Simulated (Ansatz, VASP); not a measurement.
**Cross-check of AlNi between VASP and Ansatz**

Aim: how closely do two programs agree when they are given the same cell, functional and k mesh? The cell is taken from a series of runs on this material, whose earlier steps may have relaxed, scaled, displaced or heated it; both programs get it as it stands.

Method: plane waves, with VASP 6.6.1 beside it; zone-centre phonons at LDA, in Ansatz 0.2.0.

## (1) The starting structure

The structure is trigonal, space group R-3m (No. 166). The conventional cell has a = 4.125 Å, b = 4.125 Å, c = 4.836 Å, α = 90.00°, β = 90.00°, γ = 120.00°. Al has 8 Ni at 2.42 to 2.51 Å nearest. Nearest to Ni lie 8 Al at 2.42 to 2.51 Å. Farther neighbours are not listed.

Coordinates:

```xyz
2
Lattice="2.8753 -0.0415 -0.0415 -0.0415 2.8753 -0.0415 -0.0415 -0.0415 2.8753" Properties=species:S:1:pos:R:3 pbc="T T T"
Al    0.0000    0.0000    0.0000
Ni    1.3962    1.3962    1.3962
```

## (2) VASP: zone-centre phonons, LDA

Second derivatives magnify differences that forces hide, and they need a tight electronic threshold.

Lines of VASP's logs that name or quote its potential files are left out, and so is its time.

INCAR reads:

```
SYSTEM = AlNi
PREC = Accurate
ENCUT = 600
EDIFF = 1E-08
NELM = 120
ISMEAR = 1
SIGMA = 0.2
LREAL = .FALSE.
ALGO = Normal
GGA = CA
NBANDS = 12
LASPH = .TRUE.
LORBIT = 11
LWAVE = .FALSE.
LCHARG = .FALSE.
ISIF = 2
IBRION = 8
GGA_COMPAT = .FALSE.
KPAR = 2
```

POSCAR reads:

```
AlNi
1.0
    2.8753499114     -0.0415242081     -0.0415242081
   -0.0415242081      2.8753499114     -0.0415242081
   -0.0415242081     -0.0415242081      2.8753499114
Al Ni
1 1
Direct
    0.0000000000      0.0000000000      0.0000000000
    0.5000000000      0.5000000000      0.5000000000
```

KPOINTS reads:

```
Automatic mesh
0
Gamma
16 16 16
0 0 0
```

The projector-augmented-wave data sets are Al and Ni (LDA family, release 64).

On the command line:

```sh
$ mpirun -np 2 vasp_std
```

Numbers of over 12 decimals in the logs are rounded to 6 here.

The program printed:

```text
[banner, memory and clock lines left out]
running    2 mpi-ranks, on    1 nodes
 distrk:  each k-point on    1 cores,    2 groups
 distr:  one band on    1 cores,    1 groups

 POSCAR found type information on POSCAR AlNi
 POSCAR found :  2 types and       2 ions
 LDA part: xc-table for (Slater(with rela. corr.)+CA(PZ))
 , standard interpolation
 POSCAR, INCAR and KPOINTS ok, starting setup
 FFT: planning ... GRIDC
 FFT: planning ... GRID_SOFT
 FFT: planning ... GRID
 WAVECAR not read
 entering main loop
       N       E                     dE             d eps       ncg     rms          rms(c)
DAV:   1     0.436272727646E+02    0.43627E+02   -0.61725E+03 10128   0.128E+03
DAV:   2    -0.117150446205E+02   -0.55342E+02   -0.51046E+02 10228   0.207E+02
DAV:   3    -0.135150340613E+02   -0.18000E+01   -0.17750E+01 12148   0.437E+01
DAV:   4    -0.135393182146E+02   -0.24284E-01   -0.24275E-01 11128   0.456E+00
DAV:   5    -0.135399385228E+02   -0.62031E-03   -0.62029E-03 12060   0.813E-01    0.117E+01
DAV:   6    -0.152423528382E+02   -0.17024E+01   -0.46160E+01 11136   0.109E+02    0.149E+01
DAV:   7    -0.121806645009E+02    0.30617E+01   -0.13861E+01 11256   0.657E+01    0.101E+00
DAV:   8    -0.121664801683E+02    0.14184E-01   -0.30940E-01 12208   0.632E+00    0.989E-01
DAV:   9    -0.121513695202E+02    0.15111E-01   -0.45856E-02 12192   0.313E+00    0.168E-01
DAV:  10    -0.121509926331E+02    0.37689E-03   -0.11121E-03 12064   0.480E-01    0.744E-02
DAV:  11    -0.121509923541E+02    0.27902E-06   -0.37430E-05 11712   0.526E-02    0.220E-02
DAV:  12    -0.121509918714E+02    0.48269E-06   -0.29586E-06 12308   0.280E-02    0.442E-03
DAV:  13    -0.121509916434E+02    0.22800E-06   -0.66241E-07 15384   0.821E-03    0.158E-03
DAV:  14    -0.121509916405E+02    0.28699E-08   -0.54526E-08 10840   0.269E-03
   1 F= -.12150992E+02 E0= -.12151429E+02  d E =0.131239E-02
 Linear response reoptimize wavefunctions to high precision
DAV:   1    -0.121509916394E+02    0.10725E-08   -0.92634E-09 11548   0.143E-03
DAV:   2    -0.121509916394E+02   -0.54570E-11   -0.94584E-11  5744   0.921E-05
 Linear response DOF=           2
 Linear response progress:
  Degree of freedom:   1/  2
       N       E                     dE             d eps       ncg     rms          rms(c)
RMM:   1    -0.570182509300E-02   -0.57018E-02    0.29361E-03 59253   0.640E-01
RMM:   2    -0.542214100355E-02    0.27968E-03   -0.62884E-05 38764   0.229E-01    0.591E-02
RMM:   3    -0.540578583681E-02    0.16355E-04   -0.10313E-04 42912   0.823E-02    0.291E-02
RMM:   4    -0.546660650564E-02   -0.60821E-04   -0.41979E-05 42506   0.499E-02    0.587E-03
RMM:   5    -0.546921211421E-02   -0.26056E-05   -0.31792E-06 44074   0.121E-02    0.164E-03
RMM:   6    -0.546840561282E-02    0.80650E-06   -0.15504E-07 40357   0.443E-03    0.119E-03
RMM:   7    -0.546824948225E-02    0.15613E-06   -0.31688E-08 40090   0.226E-03    0.622E-04
RMM:   8    -0.546831215144E-02   -0.62669E-07   -0.75566E-09 46675   0.614E-04    0.210E-04
RMM:   9    -0.546840105981E-02   -0.88908E-07   -0.39245E-10 46612   0.160E-04    0.668E-05
RMM:  10    -0.546837969954E-02    0.21360E-07    0.18758E-10 45926   0.566E-05    0.515E-06
RMM:  11    -0.546838893530E-02   -0.92358E-08   -0.20155E-11 46963   0.220E-05    0.208E-06
 first order change of Fermi-energy  -0.17441E-03
 force on displaced ion       1 direction 1 :  -5.462  -0.859  -0.859
 Linear response progress:
  Degree of freedom:   2/  2
       N       E                     dE             d eps       ncg     rms          rms(c)
RMM:   1    -0.187849375817E+00   -0.18785E+00   -0.10063E-01 39055   0.269E+00
RMM:   2    -0.186473163696E+00    0.13762E-02   -0.17257E-03 39115   0.517E-01    0.124E-01
RMM:   3    -0.186487584450E+00   -0.14421E-04   -0.14086E-04 42025   0.101E-01    0.733E-02
RMM:   4    -0.186867767259E+00   -0.38018E-03   -0.16512E-04 45206   0.994E-02    0.517E-03
RMM:   5    -0.186851901058E+00    0.15866E-04   -0.33436E-06 46220   0.193E-02    0.333E-03
RMM:   6    -0.186848952083E+00    0.29490E-05   -0.24851E-07 41891   0.628E-03    0.234E-03
RMM:   7    -0.186842223594E+00    0.67285E-05   -0.10949E-07 46122   0.353E-03    0.514E-04
RMM:   8    -0.186838064535E+00    0.41591E-05   -0.83300E-09 47714   0.785E-04    0.801E-05
RMM:   9    -0.186837757188E+00    0.30735E-06   -0.11325E-09 48851   0.178E-04    0.242E-05
RMM:  10    -0.186837533997E+00    0.22319E-06   -0.81824E-10 49175   0.581E-05    0.722E-06
RMM:  11    -0.186837539849E+00   -0.58516E-08   -0.81296E-10 48486   0.322E-05    0.101E-06
 first order change of Fermi-energy  -0.86607E-03
 force on displaced ion       2 direction 1 :  -5.485  -0.867  -0.867
 Linear response finished
```

Parts of OUTCAR (step 2):

```text
ion  position               nearest neighbor table
   1  0.000  0.000  0.000-   2 2.42   2 2.42   2 2.51   2 2.51   2 2.51   2 2.51   2 2.51   2 2.51

  LATTYP: Found a trigonal (rhomboedric) cell.
 ALAT       =     2.8759495185
 COS(alpha) =    -0.0286623796

 Subroutine GETGRP returns: Found 12 space group operations
 (whereof 12 operations were pure point group operations)

The static configuration has the point symmetry D_3d.

 Found    417 irreducible k-points:

   k-points           NKPTS =    417   k-points in BZ     NKDIM =    417   number of bands    NBANDS=     12

   dimension x,y,z NGX =    24 NGY =   24 NGZ =   24
   dimension x,y,z NGXF=    48 NGYF=   48 NGZF=   48

   ENCUT  =  600.0 eV  44.10 Ry    6.64 a.u.   5.74  5.74  5.74*2*pi/ulx,y,z

   NELECT =      13.0000    total number of electrons

 k-points in reciprocal lattice and weights: Automatic mesh
   0.00000000  0.00000000  0.00000000       0.000
   0.06250000 -0.00000000 -0.00000000       0.001
   0.12500000 -0.00000000 -0.00000000       0.001
   0.18750000 -0.00000000 -0.00000000       0.001
   0.25000000 -0.00000000 -0.00000000       0.001
   0.31250000 -0.00000000  0.00000000       0.001
   0.37500000 -0.00000000 -0.00000000       0.001
   0.43750000 -0.00000000 -0.00000000       0.001
   0.50000000 -0.00000000 -0.00000000       0.001
[...]
-0.43750000  0.50000000  0.43750000       0.001
   0.50000000  0.50000000  0.50000000       0.000

 average (electrostatic) potential at core
       1 -68.3145       2 -81.4523

  Total       -1.0291920     -1.0291920     -1.0291920      0.5393710      0.5393710      0.5393710
  in kB      -69.4079635    -69.4079635    -69.4079635     36.3747909     36.3747909     36.3747909
  external PRESSURE =     -69.4079635 kB  Pullay stress =       0.0000000 kB

  energy-cutoff  :      600.00
  volume of cell :       23.76
      direct lattice vectors                 reciprocal lattice vectors
     2.875349911 -0.041524208 -0.041524208     0.347931011  0.005098253  0.005098253
    -0.041524208  2.875349911 -0.041524208     0.005098253  0.347931011  0.005098253
    -0.041524208 -0.041524208  2.875349911     0.005098253  0.005098253  0.347931011

 POSITION                                       TOTAL-FORCE (eV/Angst)
 -----------------------------------------------------------------------------------
      0.00000      0.00000      0.00000        -0.000000      0.000000      0.000000
      1.39615      1.39615      1.39615         0.000000     -0.000000      0.000000
 -----------------------------------------------------------------------------------
    total drift:                                0.000000      0.000000     -0.000000

 Eigenvectors and eigenvalues of the dynamical matrix
 ----------------------------------------------------

   1 f  =    9.751971 THz    61.273442 2PiTHz  325.290745 cm-1    40.330894 meV
             X         Y         Z           dx          dy          dz
      0.000000  0.000000  0.000000     0.477464    0.477464    0.477464
      1.396151  1.396151  1.396151    -0.324594   -0.324594   -0.324594

   2 f  =    7.805398 THz    49.042759 2PiTHz  260.360036 cm-1    32.280516 meV
             X         Y         Z           dx          dy          dz
      0.000000  0.000000  0.000000    -0.285896    0.672898   -0.387002
      1.396151  1.396151  1.396151     0.194189   -0.457051    0.262863

   3 f  =    7.805398 THz    49.042759 2PiTHz  260.360036 cm-1    32.280516 meV
             X         Y         Z           dx          dy          dz
      0.000000  0.000000  0.000000     0.611933   -0.058373   -0.553560
      1.396151  1.396151  1.396151    -0.415643    0.039649    0.375994

   4 f/i=    0.006422 THz     0.040353 2PiTHz    0.214228 cm-1     0.026561 meV
             X         Y         Z           dx          dy          dz
      0.000000  0.000000  0.000000     0.446579   -0.132317   -0.314263
      1.396151  1.396151  1.396151     0.657480   -0.194804   -0.462676

   5 f/i=    0.006422 THz     0.040353 2PiTHz    0.214228 cm-1     0.026561 meV
             X         Y         Z           dx          dy          dz
      0.000000  0.000000  0.000000    -0.105047    0.439272   -0.334226
      1.396151  1.396151  1.396151    -0.154656    0.646722   -0.492067

   6 f/i=    0.012035 THz     0.075621 2PiTHz    0.401461 cm-1     0.049775 meV
             X         Y         Z           dx          dy          dz
      0.000000  0.000000  0.000000    -0.324594   -0.324594   -0.324594
      1.396151  1.396151  1.396151    -0.477464   -0.477464   -0.477464

 ELASTIC MODULI CONTR FROM IONIC RELAXATION (kBar)
 Direction    XX          YY          ZZ          XY          YZ          ZX
 --------------------------------------------------------------------------------
 XX           0.0000      0.0000      0.0000      0.0000      0.0000      0.0000
 YY           0.0000      0.0000      0.0000      0.0000      0.0000      0.0000
 ZZ           0.0000      0.0000      0.0000      0.0000      0.0000      0.0000
 XY           0.0000      0.0000      0.0000      0.0000      0.0000      0.0000
 YZ           0.0000      0.0000      0.0000      0.0000      0.0000      0.0000
 ZX           0.0000      0.0000      0.0000      0.0000      0.0000      0.0000
 --------------------------------------------------------------------------------
```

This run has no spin polarisation, so a moment on Ni, if there is one, isn't seen. Its electron count is odd, so without a moment it is a metal by construction.

## (3) Ansatz: zone-centre phonons, LDA

Ansatz runs on its PAW soft_1 files.

The same cell, functional (in two slightly different forms), mesh and smearing now go to Ansatz, which takes its cutoff from its data sets.

input.yaml reads:

```yaml
crystal:
  lattice:
    - [2.8753499114, -0.0415242081, -0.0415242081]
    - [-0.0415242081, 2.8753499114, -0.0415242081]
    - [-0.0415242081, -0.0415242081, 2.8753499114]
  atoms:
    - { symbol: Al, position: [0.0, 0.0, 0.0] }
    - { symbol: Ni, position: [0.5, 0.5, 0.5] }
kpoints:
  mp_grid: { grid: [16, 16, 16] }
hamiltonian:
  xc: lda
  pseudopotentials: { kind: paw, azcp: { folder: soft_1 }, xc_functional: pbe }
scf:
  occupations: { method: methfessel_paxton, width: 0.2 }
output:
  eigenvalues: true
phonons:
  method: dfpt
```

On the command line:

```sh
$ ansatz run input.yaml --threads 4 --pin off --max-ram 10240MiB --backend cpu --events-out ev --progress --plain --runs-dir out
```

The program printed:

```text
Engine: ansatz 0.2.0, aarch64-unknown-linux-gnu
Pseudopotentials: kind: paw
Pseudopotential: Al, paw, valence charge 3, recommended cutoff 420 eV (normal), soft_1/Al.paw.azcp
Pseudopotential: Ni, paw, valence charge 18, recommended cutoff 420 eV (normal), soft_1/Ni.paw.azcp
Functional definition: SPW92
  exchange = slater_x
  correlation = pw_c
Crystal: 2 atoms, lattice volume = 23.757 Å³
Basis set: ecut = 420 eV, 455 PW (Γ), exchange–correlation on 40×40×40 points (8 copies of the dense FFT grid, shifted against one another)
Bands: 15, of which v1, the nominal top of the filled ones, is band 11 counted from 1 (10 counted from 0)
Symmetry: 12 space group operations
k-points: 1098 of 4096 (irreducible under 2 space group operations, time reversal used)
Non-local potential: Al, projectors of the file, l = 0: 2, l = 1: 2, l = 2: 1
Non-local potential: Ni, projectors of the file, l = 0: 3, l = 1: 2, l = 2: 3, l = 3: 1
PAW form: soft (Blöchl's): semilocal exchange-correlation on the pseudo side does not see the compensation charge
PAW frozen core: Al, regenerated for the run's functional, and the local potential with it (the file was generated under x = pbe(κ = 0.804, μ = 0.219515), c = pbe(β = 0.066725))
PAW frozen core: Ni, regenerated for the run's functional, and the local potential with it (the file was generated under x = pbe(κ = 0.804, μ = 0.219515), c = pbe(β = 0.066725))
PAW one-centre angular grid: Al, 110 points (default); XC on 64 Gauss nodes
PAW one-centre angular grid: Ni, 590 points (default); XC on 64 Gauss nodes
Initial density: superposition of atomic densities (chi_scale 0.1, normalization cell, long waves kept (reshape's long-wave potential 0.00 eV rms))
Initial wavefunctions: pseudopotential atomic-orbital guess
Functional: x = slater, c = lda
SCF iter   1: F=—  HF=-6288.049048 eV  |F-HF|=—  |Δ(HF+E_count)|=         —  Δρ=8.30e-2  dr2=1.68e0  ethr=3.10e-3  ⟨swp⟩=4.0  Hψ=72921  notcnv=0
preconditioner: auto → none  [metal: Δε(μ)=0.019 eV  Ē_g=10.195 eV  σ=0.200 eV  W_gap=0.08  n_scr=6 (ndim 8)  ℏωp=27.5 eV  f_vac=0.000  D(μ)=0.59/eV (n_scr^D=0)  sad-step TF]
SCF iter   2: F=—  HF=-6287.856583 eV  |F-HF|=—  |Δ(HF+E_count)|=   1.92e-1  S|Δr|=    0.00e0  Δρ=6.14e-2  dr2=9.85e-1  ethr=3.10e-3  ⟨swp⟩=2.0  Hψ=29636  notcnv=0  defer=277
SCF iter   3: F=—  HF=-6287.645906 eV  |F-HF|=—  |Δ(HF+E_count)|=   2.11e-1  S|Δr|=    0.00e0  Δρ=2.28e-2  dr2=1.14e-1  ethr=3.10e-3  ⟨swp⟩=2.0  Hψ=20892  notcnv=0  defer=277
SCF iter   4: F=—  HF=-6287.626357 eV  |F-HF|=—  |Δ(HF+E_count)|=   1.95e-2  S|Δr|=    0.00e0  Δρ=5.50e-3  dr2=4.19e-3  ethr=5.43e-4  ⟨swp⟩=2.0  Hψ=28895  notcnv=0  defer=251
SCF iter   5: F=—  HF=-6287.626192 eV  |F-HF|=—  |Δ(HF+E_count)|=   1.65e-4  S|Δr|=    0.00e0  Δρ=9.68e-4  dr2=1.07e-4  ethr=2.00e-5  ⟨swp⟩=2.4  Hψ=21979  notcnv=0  defer=250
SCF iter   6: F=—  HF=-6287.626168 eV  |F-HF|=—  |Δ(HF+E_count)|=   2.45e-5  S|Δr|=    0.00e0  Δρ=2.35e-4  dr2=7.08e-6  ethr=5.10e-7  ⟨swp⟩=2.5  Hψ=25304  notcnv=0  defer=250
SCF iter   7: F=—  HF=-6287.626158 eV  |F-HF|=—  |Δ(HF+E_count)|=   9.16e-6  S|Δr|=    0.00e0  Δρ=3.04e-5  dr2=1.38e-7  ethr=3.37e-8  ⟨swp⟩=2.2  Hψ=23254  notcnv=0  defer=250
SCF iter   8: F=—  HF=-6287.626177 eV  |F-HF|=—  |Δ(HF+E_count)|=   1.82e-5  S|Δr|=    0.00e0  Δρ=1.96e-6  dr2=6.35e-10  ethr=6.58e-10  ⟨swp⟩=2.4  Hψ=23997  notcnv=0  defer=250
SCF iter   9: F=-6287.626177 eV  HF=-6287.626177 eV  |F-HF|=1.82e-12  |Δ(HF+E_count)|=  1.07e-10  S|Δr|=    0.00e0  Δρ=5.55e-8  dr2=6.65e-13  ethr=1.00e-12  ⟨swp⟩=5.3  Hψ=80130  notcnv=0
SCF 1 converged in 9 iterations: F = -6287.626177 eV  dr2 = 6.65e-13
  greatest PAW one-centre occupation: 1.001 electrons in one spin orbital (limit 2), on the Ni atom at site 1 (counted from 0), in its partial waves of l = 1
DFPT response loops at Γ: preconditioner auto → Kerker (q_TF=auto, 2.673 Å⁻¹) (partly filled bands, converged f_vac=0.000); β = 1.00, the filter's whole step (`scf.mixing.beta` (0.50) is not read by the response loops under this deck's `scf.mixing.preconditioner`; to damp them name `kerker` or `kerker_dos`, under which they read `scf.mixing.beta`, and type it under 1.00, their step now; both keys bind the ground state too); Broyden in place of MSR1
SCF converged after 9 iterations
Stability not checked: this state was not tested for a lower state beside it, because cold or Methfessel-Paxton smearing, or corrected tetrahedra, fill the levels in a way that the test cannot read (fill_not_monotonic; see scf.lower_state_search)
Free energy (F): -6287.626177 eV
Harris-Foulkes:  -6287.626177 eV  (|F-HF|=1.82e-12)
Internal energy: -6287.627517 eV  (E = F + TS)
E sigma→0 (E₀):  -6287.626512 eV
Entropy (-TS):   0.001340 eV (0.670 meV/atom)
Fermi energy:    13.642778 eV
--- Per-component energies (eV) ---
  E_band       = -339.801851
  E_kinetic    = 369.146416
  E_local      = -3743.180371  (includes V_loc(G=0)·N_el)
  E_nonlocal   = -101.935736
  E_hartree    = 1960.143949
  E_xc         = -151.604153
  E_vxc        = -177.637742  (∫ρ·V_xc dr)
  E_paw        = -2037.497604  (= ΣΔE_a)
  E_vpaw       = -606.483136  (= ΣTr[D̂ρ^β])
  E_aug_tail   = 0.000799  (compensation charges beyond the density's cutoff)
  E_ewald      = -2583.190654
  E_core_change = 0.489838  (= ΣΔE_core)
  E_smearing   = 0.001340  (= −TS)
  E_closure    = 0.000000  (closes the sum)
  Σ components = -6287.626177   (vs F -6287.626177, Δ=0.00e0)
--- Band table (eV; the first three rows and the last of 1098) ---
  k-point 0: bands = [... 7 lower, 11.9921, 12.1128, 12.1128, 18.9315, 19.2396, 19.2396, 21.8670, 21.8670]
  k-point 1: bands = [... 7 lower, 11.9693, 12.0820, 12.1063, 18.3402, 19.1515, 19.3320, 21.8714, 22.5657]
  k-point 2: bands = [... 7 lower, 11.8927, 11.9968, 12.1024, 16.9823, 19.4163, 19.6021, 21.8848, 23.6716]
  k-point 1097: bands = [... 7 lower, 12.6429, 12.6429, 15.4412, 15.4412, 15.8499, 17.4928, 18.0209, 18.0209]
--- Phonons (Γ-DFPT): 2 representative perturbations + reference, on 1098 of 4096 k-points (Σ response iterations 6) ---
  k mesh reduced under 2 symmetry operations, with k and −k counted as one. Each operation leaves every solved perturbation unchanged. A smaller set is not used because it would not reduce the number of displacements times k-points to solve
  ASR residual: 2.336e-5 → 0.000e0 eV/Å²; symmetrization residual: 1.760e-6 eV/Å²
  ASR residual per site (eV/Å²): 2.34e-5 1.15e-5
  Γ frequencies (cm⁻¹): 0.00 0.00 0.00 258.17 258.17 322.47
  non-analytic LO–TO correction: not included (Born effective charges unavailable; polar crystals: no LO–TO splitting at Γ)
```

In the SCF lines HF is the Harris–Foulkes energy and dr2 the Hartree energy of the density residual, in eV; the loop may stop once dr2 is under the threshold and the program's other checks hold. Hψ counts applications of the Hamiltonian.

## (4) Side by side

Known differences besides the potentials themselves: the two LDA forms differ slightly; the data sets hold 21 valence electrons in Ansatz (on its PAW soft_1 files) and 13 in VASP; the cutoff is 420 eV in Ansatz and 600 eV in VASP; VASP's log shows a relativistic correction to its local exchange, Ansatz's none. Total energies have different zeros and are not compared.

Both answers:

| quantity | Ansatz | VASP | difference |
| --- | --- | --- | --- |
| optical mode 1 to 2 (cm⁻¹) | 258.2 | 260.4 | -0.84 % |
| optical mode 3 (cm⁻¹) | 322.5 | 325.3 | -0.87 % |

Modes are paired by rising frequency, not by their patterns, so a pair may set unlike modes beside each other; they are those without the splitting of longitudinal modes.

## (5) What came out

```yaml
r_m_s_difference_of_the_optical_zone_centre_modes_each_program_s_sorted_by_frequency_zone_centre_phonons_lda: 2.4 cm⁻¹
difference_in_optical_mode_3_zone_centre_phonons_lda: -0.9 %
```

**Reading.** The r.m.s. difference of the optical zone-centre modes, each program's sorted by frequency is 2.4 cm⁻¹ (zone-centre phonons, LDA). The data sets hold unlike numbers of valence electrons (21 in Ansatz and 13 in VASP), so part of the differences comes from the potentials. Among the rows given in per cent, the largest difference of the zone-centre phonons, LDA pair is in optical mode 3, -0.9 %. Such differences can come from data sets, numerical settings and the points named under the comparisons, not from the functional's error against experiment.

[Lines on the potential files, build, host, timing and source positions are cut from VASP's logs without a mark.]

[Logs are printed without paths, hosts, clocks, repeated set-up lines and the standing remarks that a program may print on its own settings, such as how far it seeks lower states.]

[Hosts, paths, dates, database ids (printed as entryN), source tags and the programs' standing remarks are cut or masked in the printed files.]
